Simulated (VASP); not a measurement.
Crystal: NaCu.

```
CELL_PARAMETERS angstrom
2.94224 0.00000 0.00000
0.00000 2.94224 0.00000
0.00000 0.00000 4.04091
ATOMIC_POSITIONS crystal
Na 0.00000 0.00000 0.00000
Cu 0.50000 0.50000 0.50000
```

The cell was built by a generator and needn't be a form met in nature.

Program: VASP 6.6.1. Alike in all runs: task band structure; no spin polarisation; cell as given; k mesh 9 × 9 × 7; cutoff (eV) 520; smearing fermi-dirac 0.05 eV.

Order these runs on this cell by their pressure, lowest first.
A. level r2SCAN; potentials or basis VASP PAW PBE potentials, release 64 (Na_pv, Cu)
B. level PW91; potentials or basis VASP PAW PBE potentials, release 64 (Na_pv, Cu)
C. level BLYP; potentials or basis VASP PAW PBE potentials, release 64 (Na_pv, Cu)
D. level LDA; potentials or basis VASP PAW LDA potentials, release 64 (Na_pv, Cu)

D (-1.7 GPa), A (1.3 GPa), B (3.1 GPa), C (4.8 GPa).

Caveats: the PAW data sets were made with another functional, which shifts forces and pressure a little (some runs).

Runs at the PBE level aren't shown here.
